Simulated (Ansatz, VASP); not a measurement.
# KTaSe3: VASP beside Ansatz

Aim: how closely do two programs agree when they are given the same cell, functional and k mesh? The cell is generated by rule, not measured, and may not be a known phase. The cell is taken from a series of runs on this material, whose earlier steps may have relaxed, scaled, displaced or heated it; both programs get it as it stands.

Main program and level: Ansatz 0.2.0; plane waves, with VASP 6.6.1 beside it; relaxation of cell and atoms at LDA.

The structure was built from a prototype and need not be the compound's stable phase.

## 1. The starting structure

It takes space group Pm-3m (No. 221, cubic). Conventional cell: a = 4.999 Å, b = 4.999 Å, c = 4.999 Å, α = 90.00°, β = 90.00°, γ = 90.00°. Nearest to K lie 12 Se at 3.53 Å. Ta has 6 Se at 2.50 Å nearest. Nearest to Se lie 2 Ta at 2.50 Å and 4 K at 3.53 Å. Farther neighbours and most contacts between anions are not listed.

As a file:

```xyz
5
Lattice="4.9986 0.0000 0.0000 0.0000 4.9986 0.0000 0.0000 0.0000 4.9986" Properties=species:S:1:pos:R:3 pbc="T T T"
K     0.0000    0.0000    0.0000
Ta    2.4993    2.4993    2.4993
Se    2.4993    2.4993    0.0000
Se    2.4993    0.0000    2.4993
Se    0.0000    2.4993    2.4993
```

## 2. VASP: relaxation of cell and atoms, LDA

The relaxed volume is the usual yardstick between codes: in a stiff, nearly cubic crystal its relative difference is about their pressure difference at one cell divided by the bulk modulus.

Lines of VASP's logs that name or quote its potential files are left out, and so is its time.

File INCAR:

```
SYSTEM = KTaSe3
PREC = Accurate
ENCUT = 500
EDIFF = 1E-07
NELM = 120
ISMEAR = 1
SIGMA = 0.15
LREAL = .FALSE.
ALGO = Normal
GGA = CA
NBANDS = 25
LASPH = .TRUE.
LORBIT = 11
LWAVE = .FALSE.
LCHARG = .FALSE.
ISIF = 3
IBRION = 2
NSW = 80
EDIFFG = -0.005
GGA_COMPAT = .FALSE.
NELMIN = 4
KPAR = 2
```

File POSCAR:

```
KTaSe3
1.0
    4.9985850000      0.0000000000      0.0000000000
    0.0000000000      4.9985850000      0.0000000000
    0.0000000000      0.0000000000      4.9985850000
K Ta Se
1 1 3
Direct
    0.0000000000      0.0000000000      0.0000000000
    0.4999999000      0.4999999000      0.4999999000
    0.4999999000      0.4999999000      0.0000000000
    0.4999999000      0.0000000000      0.4999999000
    0.0000000000      0.4999999000      0.4999999000
```

File KPOINTS:

```
Automatic mesh
0
Gamma
6 6 6
0 0 0
```

PAW data sets: K_sv, Ta_pv and Se (LDA family, release 64).

Command:

```bash
mpirun -np 2 vasp_std
```

Numbers of over 12 decimals in the logs are rounded to 6 here.

The log of the run:

```text
[banner, memory and clock lines left out]
running    2 mpi-ranks, on    1 nodes
 distrk:  each k-point on    1 cores,    2 groups
 distr:  one band on    1 cores,    1 groups

 POSCAR found type information on POSCAR K TaSe
 POSCAR found :  3 types and       5 ions
 LDA part: xc-table for (Slater(with rela. corr.)+CA(PZ))
 , standard interpolation
 POSCAR, INCAR and KPOINTS ok, starting setup
 FFT: planning ... GRIDC
 FFT: planning ... GRID_SOFT
 FFT: planning ... GRID
 WAVECAR not read
 entering main loop
       N       E                     dE             d eps       ncg     rms          rms(c)
DAV:   1     0.268448864233E+03    0.26845E+03   -0.17892E+04  1008   0.134E+03
DAV:   2    -0.134623031864E+02   -0.28191E+03   -0.27645E+03  1201   0.337E+02
DAV:   3    -0.321546735280E+02   -0.18692E+02   -0.18557E+02  1375   0.744E+01
DAV:   4    -0.327007073175E+02   -0.54603E+00   -0.54501E+00  1622   0.120E+01
DAV:   5    -0.327064475725E+02   -0.57403E-02   -0.57357E-02  1365   0.117E+00    0.169E+01
DAV:   6    -0.306034772455E+02    0.21030E+01   -0.10405E+01  1152   0.153E+01    0.700E+00
DAV:   7    -0.304354645136E+02    0.16801E+00   -0.12719E+00  1153   0.575E+00    0.495E+00
DAV:   8    -0.303745384842E+02    0.60926E-01   -0.17399E-01  1166   0.277E+00    0.423E-01
DAV:   9    -0.303746195332E+02   -0.81049E-04   -0.15461E-02  1469   0.788E-01    0.237E-01
DAV:  10    -0.303744731080E+02    0.14643E-03   -0.12404E-03  1300   0.241E-01    0.611E-02
DAV:  11    -0.303744255449E+02    0.47563E-04   -0.24180E-04  1162   0.884E-02    0.282E-02
DAV:  12    -0.303744254568E+02    0.88118E-07   -0.26167E-05  1391   0.323E-02    0.388E-03
DAV:  13    -0.303744257243E+02   -0.26749E-06   -0.23036E-06  1362   0.848E-03    0.215E-03
DAV:  14    -0.303744257004E+02    0.23847E-07   -0.14719E-07   880   0.253E-03
   1 F= -.30374426E+02 E0= -.30376950E+02  d E =-.303744E+02
 curvature:   0.00 expect dE= 0.000E+00 dE for cont linesearch  0.000E+00
 trial: gam= 0.00000 g(F)=  0.000E+00 g(S)=  0.179E-02 ort = 0.000E+00 (trialstep = 0.100E+01)
 search vector abs. value=  0.179E-02
 bond charge predicted
       N       E                     dE             d eps       ncg     rms          rms(c)
DAV:   1    -0.303840506803E+02   -0.96250E-02   -0.25800E-01  1166   0.419E+00    0.725E-01
DAV:   2    -0.303767413066E+02    0.73094E-02   -0.18142E-02  1241   0.104E+00    0.268E-01
DAV:   3    -0.303748035133E+02    0.19378E-02   -0.46925E-03  1396   0.390E-01    0.148E-01
DAV:   4    -0.303746138025E+02    0.18971E-03   -0.81816E-04  1498   0.166E-01    0.106E-01
DAV:   5    -0.303746213616E+02   -0.75591E-05   -0.76287E-05  1673   0.581E-02    0.191E-02
DAV:   6    -0.303746203304E+02    0.10312E-05   -0.20249E-05  1594   0.234E-02    0.104E-02
DAV:   7    -0.303746209101E+02   -0.57964E-06   -0.17291E-06  1790   0.681E-03    0.146E-03
DAV:   8    -0.303746208873E+02    0.22815E-07   -0.87760E-08   696   0.170E-03
   2 F= -.30374621E+02 E0= -.30377163E+02  d E =-.195187E-03
 trial-energy change:   -0.000195  1 .order   -0.000194   -0.001786    0.001398
 step:   0.5609(harm=  0.5609)  dis= 0.00000  next Energy=   -30.374927 (dE=-0.501E-03)
 bond charge predicted
       N       E                     dE             d eps       ncg     rms          rms(c)
DAV:   1    -0.303767440776E+02   -0.21232E-02   -0.49697E-02  1165   0.183E+00    0.315E-01
DAV:   2    -0.303753283281E+02    0.14157E-02   -0.34163E-03  1239   0.453E-01    0.117E-01
DAV:   3    -0.303749554343E+02    0.37289E-03   -0.91723E-04  1362   0.176E-01    0.628E-02
DAV:   4    -0.303749246139E+02    0.30820E-04   -0.15418E-04  1463   0.697E-02    0.453E-02
DAV:   5    -0.303749263494E+02   -0.17355E-05   -0.14028E-05  1642   0.256E-02    0.805E-03
DAV:   6    -0.303749261366E+02    0.21282E-06   -0.40765E-06  1592   0.109E-02    0.472E-03
DAV:   7    -0.303749262538E+02   -0.11717E-06   -0.30395E-07  1361   0.287E-03    0.604E-04
DAV:   8    -0.303749262514E+02    0.24320E-08   -0.24353E-08   578   0.795E-04
   3 F= -.30374926E+02 E0= -.30377461E+02  d E =-.500551E-03
 curvature:  -0.28 expect dE=-0.440E-08 dE for cont linesearch -0.440E-08
 trial: gam= 0.00000 g(F)=  0.213E-46 g(S)=  0.157E-07 ort =-0.529E-05 (trialstep = 0.912E+00)
 search vector abs. value=  0.158E-07
 reached required accuracy - stopping structural energy minimisation
```

From OUTCAR (step 2):

```text
ion  position               nearest neighbor table
   1  0.000  0.000  0.000-
   2  0.500  0.500  0.500-   3 2.50   4 2.50   5 2.50   5 2.50   4 2.50   3 2.50
   3  0.500  0.500  0.000-   2 2.50   2 2.50
   4  0.500  0.000  0.500-   2 2.50   2 2.50
   5  0.000  0.500  0.500-   2 2.50   2 2.50

  LATTYP: Found a simple cubic cell.
 ALAT       =     4.9985850000

 Subroutine GETGRP returns: Found 48 space group operations
 (whereof 48 operations were pure point group operations)

The static configuration has the point symmetry O_h .

 Found     20 irreducible k-points:

   k-points           NKPTS =     20   k-points in BZ     NKDIM =     20   number of bands    NBANDS=     25

   dimension x,y,z NGX =    36 NGY =   36 NGZ =   36
   dimension x,y,z NGXF=    72 NGYF=   72 NGZF=   72

   ENCUT  =  500.0 eV  36.75 Ry    6.06 a.u.   9.11  9.11  9.11*2*pi/ulx,y,z

   NELECT =      38.0000    total number of electrons

 k-points in reciprocal lattice and weights: Automatic mesh
   0.00000000  0.00000000  0.00000000       0.005
   0.16666667  0.00000000  0.00000000       0.028
   0.33333333  0.00000000  0.00000000       0.028
   0.50000000  0.00000000  0.00000000       0.014
   0.16666667  0.16666667  0.00000000       0.056
   0.33333333  0.16666667  0.00000000       0.111
   0.50000000  0.16666667  0.00000000       0.056
   0.33333333  0.33333333  0.00000000       0.056
   0.50000000  0.33333333  0.00000000       0.056
[...]
0.50000000  0.50000000  0.33333333       0.028
   0.50000000  0.50000000  0.50000000       0.005

 average (electrostatic) potential at core
       1 -33.6201       2 -41.4861       3 -61.1468       4 -61.1468       5 -61.1468

 E-fermi :   3.1054

 k-point     1 :       0.0000    0.0000    0.0000
  band No.  band energies     occupation
    ...
     18       2.0777      2.00000
     19       2.0777      2.00000
     20       2.5017      2.00000
     21       2.5017      2.00000
     22       2.5017      2.00000
     23       4.4497     -0.00000
     24       4.4497     -0.00000
     25       5.4665     -0.00000

 k-point     2 :       0.1667    0.0000    0.0000
  band No.  band energies     occupation
    ...
     16       1.5174      2.00000
     17       1.5235      2.00000
     18       2.0934      2.00000
     19       2.1985      2.00000
     20       2.1985      2.00000
     21       3.3143     -0.06407
     22       3.3143     -0.06407
     23       4.4715     -0.00000
     24       5.0881     -0.00000
     25       6.0494     -0.00000

 k-point     3 :       0.3333    0.0000    0.0000
  band No.  band energies     occupation
    ...
     16       0.5567      2.00000
     17       1.2149      2.00000
     18       2.1254      2.00000
     19       2.1765      2.00000
     20       2.1765      2.00000
     21       4.4255     -0.00000
     22       4.4255     -0.00000
     23       4.5004     -0.00000
     24       5.3301     -0.00000
     25       7.3756      0.00000

  Total       -0.0007363     -0.0007363     -0.0007363      0.0000000     -0.0000000     -0.0000000
  in kB       -0.0094077     -0.0094077     -0.0094077      0.0000000     -0.0000000     -0.0000000
  external PRESSURE =      -0.0094077 kB  Pullay stress =       0.0000000 kB

  energy-cutoff  :      500.00
  volume of cell :      125.40
      direct lattice vectors                 reciprocal lattice vectors
     5.005305241  0.000000000  0.000000000     0.199788015  0.000000000  0.000000000
    -0.000000000  5.005305241  0.000000000    -0.000000000  0.199788015  0.000000000
    -0.000000000 -0.000000000  5.005305241    -0.000000000 -0.000000000  0.199788015

 POSITION                                       TOTAL-FORCE (eV/Angst)
 -----------------------------------------------------------------------------------
      0.00000      0.00000      0.00000         0.000000      0.000000      0.000000
      2.50265      2.50265      2.50265        -0.000000     -0.000000      0.000000
      2.50265      2.50265      0.00000         0.000000      0.000000      0.000000
      2.50265     -0.00000      2.50265         0.000000     -0.000000      0.000000
     -0.00000      2.50265      2.50265        -0.000000     -0.000000      0.000000
 -----------------------------------------------------------------------------------
    total drift:                                0.000696      0.000696      0.000696

  FREE ENERGIE OF THE ION-ELECTRON SYSTEM (eV)
  ---------------------------------------------------
  free  energy   TOTEN  =       -30.3749262514 eV

  energy  without entropy=      -30.3825298397  energy(sigma->0) =      -30.37746078

 reached required accuracy - stopping structural energy minimisation

 total charge
# of ion       s       p       d       tot
------------------------------------------
    1        1.952   5.552   0.030   7.535
    2        0.305   6.195   2.294   8.794
    3        1.456   2.433   0.031   3.921
    4        1.456   2.433   0.031   3.921
    5        1.456   2.433   0.031   3.921
--------------------------------------------------
tot          6.626  19.046   2.418  28.090

[... 3 further parts left out ...]
```

CONTCAR:

```
KTaSe3
   1.00000000000000
     5.0053052409847796    0.0000000000000000    0.0000000000000000
    -0.0000000000000000    5.0053052409847796    0.0000000000000000
    -0.0000000000000000   -0.0000000000000000    5.0053052409847796
  K               Ta              Se
     1     1     3
Direct
     0.0000000000000000    0.0000000000000000    0.0000000000000000
     0.4999998999999988    0.4999998999999988    0.4999998999999988
     0.4999998999999988    0.4999998999999988    0.0000000000000000
     0.4999998999999988    0.0000000000000000    0.4999998999999988
     0.0000000000000000    0.4999998999999988    0.4999998999999988
```

The k-mesh is coarse for a metal.

[end of part 1 of 2]

[Lines on the potential files, build, host, timing and source positions are cut from VASP's logs without a mark.]

[Logs are printed without paths, hosts, clocks, repeated set-up lines and the standing remarks that a program may print on its own settings, such as how far it seeks lower states.]

[Hosts, paths, dates, database ids (printed as entryN), source tags and the programs' standing remarks are cut or masked in the printed files.]
